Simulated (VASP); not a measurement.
```yaml
crystal:
  lattice:
    - [2.27550, 1.31376, 1.80422]
    - [-2.27550, 1.31376, 1.80422]
    - [0.00000, -2.62752, 1.80422]
  atoms:
    - { symbol: Te, position: [0.50000, 0.50000, 0.50000] }
```

All values below come from r2SCAN meta-GGA, VASP's PBE PAW potentials (set 64) (plane waves; VASP). Settings: 400 eV cut-off, 13×13×13 Γ-centred mesh, tetrahedra with Blöchl corrections, potentials Te.

Unless said otherwise, spin-orbit coupling is left out, though it shifts the bands of the heavy elements here.

Task: What does the run give for the energy per atom (σ→0), band gap (over mesh and band path) with the smallest direct gap where there is one?

Result: 
```
Quantity                                                              Result
----------------------------------  ----------------------------------------
band gap (over mesh and band path)  none (metal, semimetal or under 0.01 eV)
energy per atom (σ→0)                                        -25334 meV/atom
```

Only differences to runs with the same potentials and settings are physical.

The structure comes from a computed database's Te entry (R-3m); how it stands against other phases isn't given here. It was relaxed first.
